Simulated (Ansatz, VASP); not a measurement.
# Al: VASP beside Ansatz

One calculation is typed for both programs; each brings its own data sets. How far apart do they land? Of the first pair: The structure shown is the start of the Ansatz relaxation below; VASP solves that cell, so the two are compared at the walk's first step.

Method: plane waves, with VASP 6.6.1 beside it; single point at PBEsol, in Ansatz 0.2.0.

## (1) Set-up

The cell holds 6 atoms: 6 Al. Its edges and angles: a = 4.040 Å, b = 2.857 Å, c = 21.142 Å, α = 90.0°, β = 90.0°, γ = 90.0°. It derives from Al. Vacuum lies along c.

## (2) Ansatz: relaxation, PBEsol

Ansatz runs on its default PAW (the set named soft_2) files.

The two programs are compared at the cell with which this relaxation starts, whose forces are those of its first step.

input.yaml reads:

```yaml
crystal:
  lattice:
    - [4.04, 0.0, 0.0]
    - [0.0, 2.856711396, 0.0]
    - [0.0, 0.0, 21.14177849]
  atoms:
    - { symbol: Al, position: [0.0, 0.0, 0.668902027] }
    - { symbol: Al, position: [0.5, 0.5, 0.601341216] }
    - { symbol: Al, position: [0.0, 0.0, 0.533780405] }
    - { symbol: Al, position: [0.5, 0.5, 0.466219595] }
    - { symbol: Al, position: [0.0, 0.0, 0.398658784] }
    - { symbol: Al, position: [0.5, 0.5, 0.331097973] }
kpoints:
  mp_grid: { grid: [10, 14, 1] }
scf:
  occupations: { method: fermi_dirac, width: 0.05 }
  n_extra_bands: 12
hamiltonian:
  xc: pbesol
  pseudopotentials: { kind: paw }
output:
  forces: true
  write_potential: true
  volumetric_format: []
  efg: { contact_densities: true }
  dos:
    projected: true
    de: 0.05
    e_range: [-30, 12]
    method: { smearing: { sigma: 0.1, scheme: gaussian } }
relax:
  f_tol: 0.03
  max_steps: 50
  constraints: [{ sites: [3] }]
```

Command:

```
$ ansatz run input.yaml --threads 4 --pin off --max-ram 12288MiB --backend cpu --events-out ev --progress --plain --runs-dir out
```

Numbers of over 12 decimals in the logs are rounded to 6 here.

Log:

```text
Warning: crystal.symmetry: narrowed to the stabiliser of the relax constraints — unitary ops 8 → 4; lowered at sites 2, 3 (the operations that carried what is held of a site onto what its image site leaves free; the constrained walk keeps no symmetry that its constraints do not admit)
scf.n_extra_bands = 12 over 9 filled bands (N_el = 18.0): the run solves 21 bands
Engine: ansatz 0.2.0, aarch64-unknown-linux-gnu
Pseudopotentials: kind: paw
Pseudopotential: Al, paw, valence charge 3, recommended cutoff 420 eV (normal), Al.paw.azcp
Functional definition: PBEsol
  exchange = pbesol_x
  correlation = pbesol_c
Crystal: 6 atoms, lattice volume = 244.000 Å³
Basis set: ecut = 420 eV, 4783 PW (Γ), exchange–correlation on 60×40×288 points (8 copies of the dense FFT grid, shifted against one another)
Bands: 21, of which v1, the nominal top of the filled ones, is band 9 counted from 1 (8 counted from 0)
Symmetry: 4 space group operations
k-points: 48 of 140
Non-local potential: Al, projectors of the file, l = 0: 2, l = 1: 2, l = 2: 1
PAW form: soft (Blöchl's): semilocal exchange-correlation on the pseudo side does not see the compensation charge
PAW frozen core: Al, regenerated for the run's functional, and the local potential with it (the file was generated under x = pbe(κ = 0.804, μ = 0.219515), c = pbe(β = 0.066725))
PAW one-centre angular grid: Al, 110 points (default); XC on 64 Gauss nodes
Initial density: superposition of atomic densities (neutral atoms: chi_scale 0, normalization atom), corrected by the library's trained network
Initial wavefunctions: pseudopotential atomic-orbital guess
Functional: x = pbesol(κ = 0.804, μ = 0.123457), c = pbesol(β = 0.046)
SCF iter   1: F=—  HF=-3145.512115 eV  |F-HF|=—  |Δ(HF+E_count)|=         —  Δρ=1.53e-3  dr2=1.48e-2  ethr=1.77e-3  ⟨swp⟩=8.5  Hψ=7057  notcnv=0  defer=47
preconditioner: auto → LDOS  [metal: Δε(μ)=0.005 eV  Ē_g=7.705 eV  σ=0.050 eV  W_gap=0.03  n_scr=20 (ndim 8)  ℏωp=10.1 eV  f_vac=0.450  D(μ)=4.29/eV (n_scr^D=22)  β→1.0]
SCF iter   2: F=—  HF=-3145.511105 eV  |F-HF|=—  |Δ(HF+E_count)|=   1.01e-3  Δρ=4.78e-4  dr2=9.60e-4  ethr=8.25e-5  ⟨swp⟩=2.7  Hψ=2001  notcnv=0  defer=172
SCF iter   3: F=—  HF=-3145.511277 eV  |F-HF|=—  |Δ(HF+E_count)|=   1.71e-4  Δρ=1.67e-4  dr2=2.24e-4  ethr=5.34e-6  ⟨swp⟩=2.3  Hψ=1395  notcnv=0  defer=172
iter 4 did not close the SCF: its close was put off for the readings that it lacked (scf_convergence_deferred on its scf_iter line)
SCF iter   4: F=-3145.511256 eV  HF=-3145.511262 eV  |F-HF|=5.85e-6  |Δ(HF+E_count)|=   1.48e-5  Δρ=4.50e-5  dr2=1.36e-5  ethr=1.24e-6  ⟨swp⟩=2.6  Hψ=1287  notcnv=0  defer=172
iter 5 did not close the SCF: its close was put off for the readings that it lacked (scf_convergence_deferred on its scf_iter line)
SCF iter   5: F=-3145.511263 eV  HF=-3145.511263 eV  |F-HF|=4.72e-8  |Δ(HF+E_count)|=   7.61e-7  Δρ=7.57e-6  dr2=3.24e-7  ethr=7.58e-8  ⟨swp⟩=2.4  Hψ=1321  notcnv=0  defer=172
SCF iter   6: F=-3145.511263 eV  HF=-3145.511263 eV  |F-HF|=4.04e-9  |Δ(HF+E_count)|=   1.96e-7  Δρ=1.78e-6  dr2=1.84e-8  ethr=1.80e-9  ⟨swp⟩=13.4  Hψ=7452  notcnv=0
SCF 1 converged in 6 iterations: F = -3145.511263 eV  dr2 = 1.84e-8
  greatest PAW one-centre occupation: 0.487 electrons in one spin orbital (limit 2), on the Al atom at site 5 (counted from 0), in its partial waves of l = 0
relax step   1: F+E_penalty+E_count = -3145.51126276 eV  Δ(F+E_penalty+E_count) = +0.000e0 eV  max|allowed force component| = 2.955e-1 eV/Å  Δτ_max = 0.0000 Å  (6 SCF iters, dr2 threshold 2.25e-5 eV, accepted)
[...]
relax step   2: F+E_penalty+E_count = -3145.56541120 eV  Δ(F+E_penalty+E_count) = -5.415e-2 eV  max|allowed force component| = 1.057e-1 eV/Å  Δτ_max = 0.1549 Å  (5 SCF iters, dr2 threshold 5.46e-6 eV, accepted)
[...]
relax step   3: F+E_penalty+E_count = -3145.57117869 eV  Δ(F+E_penalty+E_count) = -5.767e-3 eV  max|allowed force component| = 3.429e-2 eV/Å  Δτ_max = 0.0657 Å  (6 SCF iters, accepted)
[...]
relax step   4: F+E_penalty+E_count = -3145.57150476 eV  Δ(F+E_penalty+E_count) = -3.261e-4 eV  max|allowed force component| = 2.339e-3 eV/Å  Δτ_max = 0.0126 Å  (4 SCF iters, accepted)
NSCF: frozen V_eff on 48 k-points
the band table was solved once a step of the walk had ended and its energy, with any forces and stress, was formed, with the checks that follow a solve (8396 applications of the Hamiltonian). They found nothing against the state; the energy, forces and stress were not computed again (output.eigenvalues in the input reference)
WARN: The output density's exchange-correlation potential varies sharply where the density is thin. Do not read a vacuum level from v_tot or v_xc, or from such a field of the output density. On a cell that repeats whose density bears no net charge and no dipole along the vacuum's axis use v_es (v_loc + v_h of the components); under efield.dipole_correction with no amplitude use v_es + v_field, which holds any externa [...]
SCF converged after 4 iterations
Free energy (F): -3145.571505 eV
Harris-Foulkes:  -3145.571505 eV  (|F-HF|=3.32e-8)
Internal energy: -3145.544540 eV  (E = F + TS)
E sigma→0 (E₀):  -3145.558023 eV
Entropy (-TS):   -0.026964 eV (-4.494 meV/atom)
Fermi energy:    0.933439 eV
--- Per-component energies (eV) ---
  E_band       = -59.382789
  E_kinetic    = 132.121069
  E_local      = -3157.938783  (includes V_loc(G=0)·N_el)
  E_nonlocal   = 63.439593
  E_hartree    = 1547.551943
  E_xc         = -232.971429
  E_vxc        = -170.379313  (∫ρ·V_xc dr)
  E_paw        = -2728.269744  (= ΣΔE_a)
  E_vpaw       = -21.733901  (= ΣTr[D̂ρ^β])
  E_aug_tail   = -0.000014  (compensation charges beyond the density's cutoff)
  E_ewald      = 1230.407991
  E_core_change = 0.114834  (= ΣΔE_core)
  E_smearing   = -0.026964  (= −TS)
  E_closure    = 0.000000  (closes the sum)
  Σ components = -3145.571505   (vs F -3145.571505, Δ=0.00e0)
--- Forces (eV/Å), atoms counted from 1 ---
  atom   1  Al     0.00000000     0.00000000     0.00162856
  atom   2  Al     0.00000000     0.00000000    -0.00107005
  atom   3  Al     0.00000000     0.00000000    -0.00097874
  atom   4  Al     0.00000000     0.00000000    -0.00157371
  atom   5  Al     0.00000000     0.00000000     0.00233871
  atom   6  Al     0.00000000     0.00000000    -0.00037704
  max |Σ_I F_I| component: 3.23e-5 eV/Å
--- PAW observables at the nuclei: V_zz in 10²¹ V/m², potentials from the cell's mean, atoms counted from 1 ---
  atom   1  Al V_zz =    +1.752219   η = 0.4561   by run symmetry: allowed
            electrostatic potential = -1221.310720 V   contact ρ = 10048.251248 e/Å³
  atom   2  Al V_zz =    +0.750300   η = 0.6926   by run symmetry: allowed
            electrostatic potential = -1221.349478 V   contact ρ = 10045.863813 e/Å³
  atom   3  Al V_zz =    -0.696684   η = 0.2635   by run symmetry: allowed
            electrostatic potential = -1221.430393 V   contact ρ = 10045.337826 e/Å³
  atom   4  Al V_zz =    -0.696415   η = 0.2629   by run symmetry: allowed
            electrostatic potential = -1221.429729 V   contact ρ = 10045.338145 e/Å³
  atom   5  Al V_zz =    +0.751304   η = 0.6909   by run symmetry: allowed
            electrostatic potential = -1221.348302 V   contact ρ = 10045.864926 e/Å³
  atom   6  Al V_zz =    +1.754175   η = 0.4555   by run symmetry: allowed
            electrostatic potential = -1221.309806 V   contact ρ = 10048.252460 e/Å³
--- Band table (eV; the first three rows and the last of 48) ---
  k-point 0: bands = [... 5 lower, -1.5629, -0.6431, -0.3688, 0.8624, 0.8909, 1.2032, 3.1592, 3.3845, ... 8 higher]
  k-point 1: bands = [... 5 lower, -1.4770, -0.5589, -0.2808, 0.9400, 0.9762, 1.2871, 3.2316, 3.4532, ... 8 higher]
  k-point 2: bands = [... 5 lower, -1.2224, -0.3062, -0.0227, 1.1419, 1.2243, 1.5391, 2.9202, 3.4210, ... 8 higher]
  k-point 47: bands = [... 5 lower, -2.3215, -1.9794, -1.9793, -0.5835, -0.5834, 0.3408, 0.3408, 2.2782, ... 8 higher]
--- Relaxed structure (4 steps of the walk, 4 accepted, 0 SCFs on fresh bases) ---
  F+E_penalty+E_count = -3145.57150476 eV   max|allowed force component| = 2.339e-3 eV/Å
  atoms:
    - { symbol: Al, position: [0.0, 0.0, 0.659444] }
    - { symbol: Al, position: [0.5, 0.5, 0.600817] }
    - { symbol: Al, position: [0.0, 0.0, 0.528771] }
    - { symbol: Al, position: [0.5, 0.5, 0.466219595] }
    - { symbol: Al, position: [0.0, 0.0, 0.394148] }
    - { symbol: Al, position: [0.5, 0.5, 0.335520] }
```

The column dr2 measures how far the density is from self-consistency, as an energy; F and HF (Harris–Foulkes) agree once it is small.

## (3) VASP: single point, PBEsol, start cell, pair 1

The same cell, functional, mesh and smearing now go to VASP, with its own data sets.

Lines of VASP's logs that name or quote its potential files are left out, and so is its time.

INCAR reads:

```
SYSTEM = Al
PREC = Accurate
ENCUT = 400
EDIFF = 1E-06
NELM = 120
ISMEAR = -1
SIGMA = 0.05
LREAL = .FALSE.
ALGO = Normal
GGA = PS
NBANDS = 15
LORBIT = 11
LWAVE = .FALSE.
LCHARG = .FALSE.
ISIF = 2
LASPH = .TRUE.
GGA_COMPAT = .FALSE.
KPAR = 2
```

POSCAR reads:

```
Al
1.0
    4.0400000000      0.0000000000      0.0000000000
    0.0000000000      2.8567113960      0.0000000000
    0.0000000000      0.0000000000     21.1417784900
Al
6
Direct
    0.0000000000      1.0000000000      0.6689020040
    0.5000000000      0.5000000000      0.6013412024
    0.0000000000      1.0000000000      0.5337804010
    0.5000000000      0.5000000000      0.4662195758
    0.0000000000      1.0000000000      0.3986587743
    0.5000000000      0.5000000000      0.3310979728
```

KPOINTS reads:

```
Automatic mesh
0
Gamma
10 14 1
0 0 0
```

The projector-augmented-wave data sets are Al (PBE family, release 64).

Command:

```
$ mpirun -np 2 vasp_std
```

Log:

```text
[banner, memory and clock lines left out]
running    2 mpi-ranks, on    1 nodes
 distrk:  each k-point on    1 cores,    2 groups
 distr:  one band on    1 cores,    1 groups

 POSCAR found type information on POSCAR Al
 POSCAR found :  1 types and       6 ions
|                                                                             |
|               ----> ADVICE to this user running VASP <----                  |
|                                                                             |
|     You enforced a specific xc type in the INCAR file but a different       |
|     [... a line on the potential file left out ...]
|     I HOPE YOU KNOW WHAT YOU ARE DOING!                                     |
|                                                                             |

 LDA part: xc-table for (Slater+PW92), standard interpolation
 POSCAR, INCAR and KPOINTS ok, starting setup
 FFT: planning ... GRIDC
 FFT: planning ... GRID_SOFT
 FFT: planning ... GRID
 WAVECAR not read
 entering main loop
       N       E                     dE             d eps       ncg     rms          rms(c)
DAV:   1     0.393946833033E+02    0.39395E+02   -0.48755E+03  1440   0.694E+02
DAV:   2    -0.215030268883E+02   -0.60898E+02   -0.57049E+02  2027   0.120E+02
DAV:   3    -0.239105451561E+02   -0.24075E+01   -0.23674E+01  1910   0.264E+01
DAV:   4    -0.240084720403E+02   -0.97927E-01   -0.97796E-01  2428   0.625E+00
DAV:   5    -0.240112118736E+02   -0.27398E-02   -0.27398E-02  2443   0.879E-01    0.391E+00
DAV:   6    -0.229465747999E+02    0.10646E+01   -0.41501E+00  1764   0.798E+00    0.211E+00
DAV:   7    -0.228209324067E+02    0.12564E+00   -0.37853E-01  1727   0.350E+00    0.120E+00
DAV:   8    -0.227728236064E+02    0.48109E-01   -0.14037E-01  2015   0.169E+00    0.341E-01
DAV:   9    -0.227723603097E+02    0.46330E-03   -0.24185E-02  1771   0.863E-01    0.206E-01
DAV:  10    -0.227714601437E+02    0.90017E-03   -0.35788E-03  1875   0.372E-01    0.107E-01
DAV:  11    -0.227723409289E+02   -0.88079E-03   -0.17027E-03  1806   0.196E-01    0.441E-02
DAV:  12    -0.227727301409E+02   -0.38921E-03   -0.45673E-04  1833   0.101E-01    0.219E-02
DAV:  13    -0.227727965834E+02   -0.66442E-04   -0.25263E-04  1665   0.704E-02    0.127E-02
DAV:  14    -0.227730245395E+02   -0.22796E-03   -0.48221E-05  1819   0.349E-02    0.801E-03
DAV:  15    -0.227731193658E+02   -0.94826E-04   -0.34106E-05  1664   0.254E-02    0.772E-03
DAV:  16    -0.227732825922E+02   -0.16323E-03   -0.27223E-05  1728   0.187E-02    0.363E-03
DAV:  17    -0.227733610455E+02   -0.78453E-04   -0.48854E-06  1730   0.981E-03    0.199E-03
DAV:  18    -0.227734337811E+02   -0.72736E-04   -0.76790E-06  1508   0.714E-03    0.990E-04
DAV:  19    -0.227734472734E+02   -0.13492E-04   -0.10875E-06  1518   0.308E-03    0.532E-04
DAV:  20    -0.227734490550E+02   -0.17816E-05   -0.84870E-08  1203   0.116E-03    0.469E-04
DAV:  21    -0.227734492734E+02   -0.21834E-06   -0.13250E-08  1203   0.677E-04
   1 F= -.22773449E+02 E0= -.22756593E+02  d E =-.337132E-01
```

OUTCAR, selected parts (step 3):

```text
ion  position               nearest neighbor table
   1  0.000  0.000  0.669-   3 2.86   2 2.86   2 2.86   2 2.86   2 2.86
   2  0.500  0.500  0.601-   3 2.86   3 2.86   3 2.86   3 2.86   1 2.86   1 2.86   1 2.86   1 2.86
                             4 2.86
   3  0.000  0.000  0.534-   1 2.86   2 2.86   2 2.86   2 2.86   2 2.86   5 2.86   4 2.86   4 2.86
                             4 2.86   4 2.86
   4  0.500  0.500  0.466-   6 2.86   5 2.86   5 2.86   5 2.86   5 2.86   2 2.86   3 2.86   3 2.86
                             3 2.86   3 2.86
   5  0.000  0.000  0.399-   4 2.86   4 2.86   4 2.86   4 2.86   6 2.86   6 2.86   6 2.86   6 2.86
                             3 2.86
   6  0.500  0.500  0.331-   4 2.86   5 2.86   5 2.86   5 2.86   5 2.86

  LATTYP: Found a simple orthorhombic cell.
 ALAT       =     2.8567113960
 B/A-ratio  =     1.4142135624
 C/A-ratio  =     7.4007400676

 Subroutine GETGRP returns: Found  8 space group operations
 (whereof  4 operations were pure point group operations)

The static configuration has the point symmetry C_2v.
 The point group associated with its full space group is D_2h.

 Found     48 irreducible k-points:

   k-points           NKPTS =     48   k-points in BZ     NKDIM =     48   number of bands    NBANDS=     15

   dimension x,y,z NGX =    28 NGY =   20 NGZ =  140
   dimension x,y,z NGXF=    56 NGYF=   40 NGZF=  280

   ENCUT  =  400.0 eV  29.40 Ry    5.42 a.u.   6.59  4.66 34.48*2*pi/ulx,y,z

   NELECT =      18.0000    total number of electrons

 k-points in reciprocal lattice and weights: Automatic mesh
   0.00000000  0.00000000  0.00000000       0.007
   0.10000000  0.00000000  0.00000000       0.014
   0.20000000  0.00000000  0.00000000       0.014
   0.30000000  0.00000000  0.00000000       0.014
   0.40000000  0.00000000  0.00000000       0.014
   0.50000000  0.00000000  0.00000000       0.007
   0.00000000  0.07142857  0.00000000       0.014
   0.10000000  0.07142857  0.00000000       0.029
   0.20000000  0.07142857  0.00000000       0.029
[...]
0.40000000  0.50000000  0.00000000       0.014
   0.50000000  0.50000000  0.00000000       0.007

 average (electrostatic) potential at core
       1 -79.5359       2 -79.3977       3 -79.3895       4 -79.3895       5 -79.3977
       6 -79.5359

 E-fermi :   0.9331

 k-point     1 :       0.0000    0.0000    0.0000
  band No.  band energies     occupation
    ...
      5      -1.7536      2.00000
      6      -1.6372      2.00000
      7      -0.4337      2.00000
      8      -0.2559      2.00000
      9       0.5897      1.99792
     10       1.0766      0.10730
     11       1.4454      0.00007
     12       3.1363      0.00000
     13       3.2148      0.00000
     14       3.8542      0.00000
    ...

 k-point     2 :       0.1000    0.0000    0.0000
  band No.  band energies     occupation
    ...
      5      -2.7143      2.00000
      6      -1.7713      2.00000
      7      -1.3721      2.00000
      8       0.2334      2.00000
      9       0.9670      0.67303
     10       0.9893      0.49002
     11       2.2470      0.00000
     12       2.8452      0.00000
     13       3.3311      0.00000
     14       4.2378      0.00000
    ...

 k-point     3 :       0.2000    0.0000    0.0000
  band No.  band energies     occupation
    ...
      4      -4.2342      2.00000
      5      -3.7984      2.00000
      6      -2.8972      2.00000
      7      -1.4411      2.00000
      8      -0.9653      2.00000
      9       1.0469      0.18605
     10       1.6365      0.00000
     11       2.8730      0.00000
     12       3.4626      0.00000
     13       4.1491      0.00000
    ...

  Total       -3.0120659     -2.2810949     -1.2531307      0.0000000      0.0000000      0.0000000
  in kB      -19.7781564    -14.9783743     -8.2284438      0.0000000      0.0000000      0.0000000
  external PRESSURE =     -14.3283248 kB  Pullay stress =       0.0000000 kB

  energy-cutoff  :      400.00
  volume of cell :      244.00
      direct lattice vectors                 reciprocal lattice vectors
     4.040000000  0.000000000  0.000000000     0.247524752  0.000000000  0.000000000
     0.000000000  2.856711396  0.000000000     0.000000000  0.350052862  0.000000000
     0.000000000  0.000000000 21.141778490     0.000000000  0.000000000  0.047299710

 POSITION                                       TOTAL-FORCE (eV/Angst)
 -----------------------------------------------------------------------------------
      0.00000      0.00000     14.14178         0.000000      0.000000     -0.290839
      2.02000      1.42836     12.71342         0.000000      0.000000      0.217024
      0.00000      0.00000     11.28507         0.000000      0.000000     -0.062944
      2.02000      1.42836      9.85671         0.000000      0.000000      0.062944
      0.00000      0.00000      8.42836         0.000000      0.000000     -0.217024
      2.02000      1.42836      7.00000         0.000000      0.000000      0.290839
 -----------------------------------------------------------------------------------
    total drift:                               -0.000000      0.000000      0.000052

  FREE ENERGIE OF THE ION-ELECTRON SYSTEM (eV)
  ---------------------------------------------------
  free  energy   TOTEN  =       -22.7734492734 eV

  energy  without entropy=      -22.7397361039  energy(sigma->0) =      -22.75659269

 total charge
# of ion       s       p       d       tot
------------------------------------------
    1        0.479   0.279   0.000   0.758
    2        0.434   0.332   0.000   0.766
    3        0.429   0.343   0.000   0.772
    4        0.429   0.343   0.000   0.772
    5        0.434   0.332   0.000   0.766
    6        0.479   0.279   0.000   0.758
--------------------------------------------------
tot          2.683   1.908   0.000   4.592

[... 3 further parts left out ...]
```

(Continued in part 2 of 2.)

[Lines on the potential files, build, host, timing and source positions are cut from VASP's logs without a mark.]

[Logs are printed without paths, hosts, clocks, repeated set-up lines and the standing remarks that a program may print on its own settings, such as how far it seeks lower states.]

[Hosts, paths, dates, database ids (printed as entryN), source tags and the programs' standing remarks are cut or masked in the printed files.]
